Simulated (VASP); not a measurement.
These are revTPSS meta-GGA, VASP's PBE PAW potentials (set 64) (plane waves; VASP) values and carry that method's errors.

VASP ran on this input.

POSCAR:
```
BN
8.43690
  0.1511472823  -0.2617947985   0.0000000000
  0.1511472823   0.2617947985   0.0000000000
  0.0000000000   0.0000000000   0.5000000081
B N
2 2
Cart
  0.1511472823  -0.0872651073   0.2501635902
  0.1511472823   0.0872651073   0.0001635861
  0.1511472823  -0.0872651073   0.4373364210
  0.1511472823   0.0872651073   0.1873364170
```

KPOINTS:
```
Regular mesh
0
Gamma
11 11 6
0 0 0
```

KPOINTS_OPT:
```
k-points along high-symmetry lines
6
Line-mode
Reciprocal
  0.000000   0.000000   0.000000 ! GAMMA
 -0.000000   0.500000   0.000000 ! M

 -0.000000   0.500000   0.000000 ! M
 -0.333333   0.666667   0.000000 ! K

 -0.333333   0.666667   0.000000 ! K
  0.000000   0.000000   0.000000 ! GAMMA

  0.000000   0.000000   0.000000 ! GAMMA
  0.000000   0.000000   0.500000 ! A

  0.000000   0.000000   0.500000 ! A
 -0.000000   0.500000   0.500000 ! L

 -0.000000   0.500000   0.500000 ! L
 -0.333333   0.666667   0.500000 ! H

 -0.333333   0.666667   0.500000 ! H
  0.000000   0.000000   0.500000 ! A

 -0.000000   0.500000   0.500000 ! L
 -0.000000   0.500000   0.000000 ! M

 -0.333333   0.666667   0.500000 ! H
 -0.333333   0.666667   0.000000 ! K
```

INCAR:
```
ALGO=Normal
EDIFF=1E-7
ENCUT=520
ISIF=2
ISMEAR=-5
LASPH=T
LCHARG=F
LEFG=T
LMIXTAU=T
LORBIT=11
LREAL=F
LWAVE=F
METAGGA=RTPSS
NEDOS=601
NELM=100
PREC=Accurate
SYSTEM=BN
```

POTCAR, in this order: B N (PBE.64 set). Program: vasp_std.

**Question.** Predict the energy per atom (σ→0), band gap (over mesh and band path).

**Answer.** 
```
Property                                     Value
----------------------------------  --------------
energy per atom (σ→0)               -9.953 eV/atom
band gap (over mesh and band path)         5.06 eV
```

File OSZICAR:
```
...
DAV:  17    -0.398116698091E+02   -0.33046E-04   -0.30447E-05  1772   0.564E-02    0.190E-02
DAV:  18    -0.398116687343E+02    0.10747E-05   -0.26448E-06  1780   0.203E-02    0.842E-03
DAV:  19    -0.398116714546E+02   -0.27203E-05   -0.39890E-07  1728   0.693E-03    0.443E-04
DAV:  20    -0.398116705250E+02    0.92954E-06   -0.51710E-08   904   0.281E-03    0.340E-04
DAV:  21    -0.398116712437E+02   -0.71864E-06   -0.87824E-09   828   0.153E-03    0.159E-04
DAV:  22    -0.398116711834E+02    0.60281E-07   -0.12374E-09   792   0.404E-04
   1 F= -.39811671E+02 E0= -.39811671E+02  d E =0.000000E+00
       N       E                     dE             ncg
```

The compound is BN in the wurtzite structure, a metastable high-pressure form. It was relaxed first.
